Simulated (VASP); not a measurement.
Computed with PBEsol GGA, VASP's PBE PAW potentials (set 64) (plane waves; VASP).

A VASP calculation is set up with these files.

**POSCAR**
```
SrTiO3
1
    3.8959772680    -0.0000000000     0.0000000000
    0.0000000000     3.8959772680     0.0000000000
    0.0000000000    -0.0000000000     3.8959772680
Sr Ti O
1 1 3
Direct
  0.0000000000   0.0000000000   0.0000000000
  0.5000000000   0.5000000000   0.5000000000
  0.5000000000   0.0000000000   0.5000000000
  0.0000000000   0.5000000000   0.5000000000
  0.5000000000   0.5000000000   0.0000000000
```

### KPOINTS
```
Automatic mesh
0
Gamma
8 8 8
0 0 0
```

**INCAR**
```
SYSTEM = SrTiO3
PREC = Accurate; ENCUT = 520; LREAL = .FALSE.
LASPH = .TRUE.
EDIFF = 1E-7; NELM = 100; ALGO = Normal
LMAXMIX = 4
ISMEAR = -5
GGA = PS
ISIF = 2
LWAVE = .FALSE.; LCHARG = .TRUE.; LORBIT = 11
NEDOS = 601
```

POTCAR, in this order: Sr_sv Ti_sv O (PBE.64 set). Program: vasp_std.

The resulting files:

### OSZICAR
```
       N       E                     dE             d eps       ncg     rms          rms(c)
DAV:   1     0.454113332079E+03    0.45411E+03   -0.22004E+04  1680   0.185E+03
DAV:   2     0.241443761031E+01   -0.45170E+03   -0.44437E+03  1944   0.501E+02
DAV:   3    -0.493799350244E+02   -0.51794E+02   -0.51593E+02  2488   0.154E+02
DAV:   4    -0.515625727916E+02   -0.21826E+01   -0.21817E+01  2376   0.297E+01
DAV:   5    -0.516268783396E+02   -0.64306E-01   -0.64303E-01  2368   0.415E+00    0.278E+01
DAV:   6    -0.420685683490E+02    0.95583E+01   -0.61387E+01  2504   0.741E+01    0.171E+01
DAV:   7    -0.420922627538E+02   -0.23694E-01   -0.81896E+00  2056   0.221E+01    0.110E+01
DAV:   8    -0.421418891581E+02   -0.49626E-01   -0.21361E+00  2200   0.160E+01    0.346E+00
DAV:   9    -0.420200671183E+02    0.12182E+00   -0.58362E-01  2024   0.798E+00    0.901E-01
DAV:  10    -0.420254881642E+02   -0.54210E-02   -0.13140E-01  2288   0.253E+00    0.838E-01
DAV:  11    -0.420168055542E+02    0.86826E-02   -0.77114E-02  2440   0.227E+00    0.213E-01
DAV:  12    -0.420164422494E+02    0.36330E-03   -0.37551E-03  2088   0.701E-01    0.652E-02
DAV:  13    -0.420164503830E+02   -0.81336E-05   -0.27668E-04  2368   0.129E-01    0.434E-02
DAV:  14    -0.420164464448E+02    0.39382E-05   -0.70273E-05  2224   0.587E-02    0.140E-02
DAV:  15    -0.420164442264E+02    0.22184E-05   -0.18027E-05  2272   0.424E-02    0.519E-03
DAV:  16    -0.420164446665E+02   -0.44011E-06   -0.23825E-06  2320   0.161E-02    0.629E-03
DAV:  17    -0.420164441987E+02    0.46789E-06   -0.11507E-06  2000   0.156E-02    0.168E-03
DAV:  18    -0.420164442009E+02   -0.22737E-08   -0.83288E-08  1224   0.242E-03
   1 F= -.42016444E+02 E0= -.42016444E+02  d E =0.000000E+00
```

### OUTCAR
```
------------------------ aborting loop because EDIFF is reached ----------------------------------------
  FORCE on cell =-STRESS in cart. coord.  units (eV):
  Direction    XX          YY          ZZ          XY          YZ          ZX
  --------------------------------------------------------------------------------------
  Total       -0.0059664     -0.0059664     -0.0059664      0.0000000      0.0000000     -0.0000000
  in kB       -0.1616499     -0.1616499     -0.1616499      0.0000000      0.0000000     -0.0000000
  external PRESSURE =      -0.1616499 kB  Pullay stress =       0.0000000 kB
  volume of cell :       59.14
      direct lattice vectors                 reciprocal lattice vectors
     3.895977268  0.000000000  0.000000000     0.256675009  0.000000000  0.000000000
     0.000000000  3.895977268  0.000000000     0.000000000  0.256675009  0.000000000
     0.000000000  0.000000000  3.895977268     0.000000000  0.000000000  0.256675009
 POSITION                                       TOTAL-FORCE (eV/Angst)
 -----------------------------------------------------------------------------------
      0.00000      0.00000      0.00000         0.000000      0.000000      0.000000
      1.94799      1.94799      1.94799         0.000000      0.000000      0.000000
      1.94799      0.00000      1.94799         0.000000      0.000000      0.000000
      0.00000      1.94799      1.94799         0.000000      0.000000      0.000000
      1.94799      1.94799      0.00000         0.000000      0.000000      0.000000
 -----------------------------------------------------------------------------------
    total drift:                                0.000000      0.000000     -0.000000
  FREE ENERGIE OF THE ION-ELECTRON SYSTEM (eV)
  ---------------------------------------------------
  free  energy   TOTEN  =       -42.0164442009 eV

  energy  without entropy=      -42.0164442009  energy(sigma->0) =      -42.01644420

 total charge

# of ion       s       p       d       tot
------------------------------------------
    1        1.997   5.762   0.208   7.967
    2        2.236   6.332   1.782  10.350
    3        1.560   3.475   0.000   5.035
    4        1.560   3.475   0.000   5.035
    5        1.560   3.475   0.000   5.035
--------------------------------------------------
tot          8.913  22.519   1.990  33.422
```
(Selected blocks of OUTCAR.)

**OUTCAR**
```
 val. band max:        4.0827163679   @ k =   0.5000   0.5000   0.5000

 cond. band min:       5.8958659512   @ k =   0.0000   0.0000   0.0000


 Fermi energy:         4.1148937498

 k-point     1 :       0.0000    0.0000    0.0000
  band No.  band energies     occupation
      1     -52.0896      2.00000
      2     -28.5414      2.00000
      3     -28.4563      2.00000
      4     -28.4563      2.00000
      5     -28.4563      2.00000
      6     -13.3025      2.00000
      7     -12.2913      2.00000
      8     -12.2913      2.00000
      9     -10.5652      2.00000
     10     -10.5652      2.00000
     11     -10.5652      2.00000
     12       1.2209      2.00000
     13       1.2209      2.00000
     14       1.2209      2.00000
     15       2.8840      2.00000
     16       2.8840      2.00000
     17       2.8840      2.00000
     18       3.7279      2.00000
     19       3.7279      2.00000
     20       3.7279      2.00000
     21       5.8959      0.00000
     22       5.8959      0.00000
     23       5.8959      0.00000
     24       8.4659      0.00000

 k-point     2 :       0.1250    0.0000    0.0000
  band No.  band energies     occupation
      1     -52.0894      2.00000
      2     -28.5607      2.00000
      3     -28.4558      2.00000
      4     -28.4558      2.00000
      5     -28.4443      2.00000
      6     -13.3090      2.00000
      7     -12.2965      2.00000
      8     -12.2853      2.00000
      9     -10.5579      2.00000
     10     -10.5579      2.00000
     11     -10.4551      2.00000
     12       1.0124      2.00000
     13       1.2080      2.00000
     14       1.2080      2.00000
     15       2.6715      2.00000
     16       2.6715      2.00000
     17       2.7376      2.00000
     18       3.2433      2.00000
     19       3.6267      2.00000
     20       3.6267      2.00000
     21       5.9212      0.00000
     22       6.2625      0.00000
     23       6.2625      0.00000
     24       8.4715      0.00000
...
```

The compound is SrTiO3 in the cubic perovskite structure, the ideal cubic form; the compound distorts at low or room temperature. It was relaxed first.
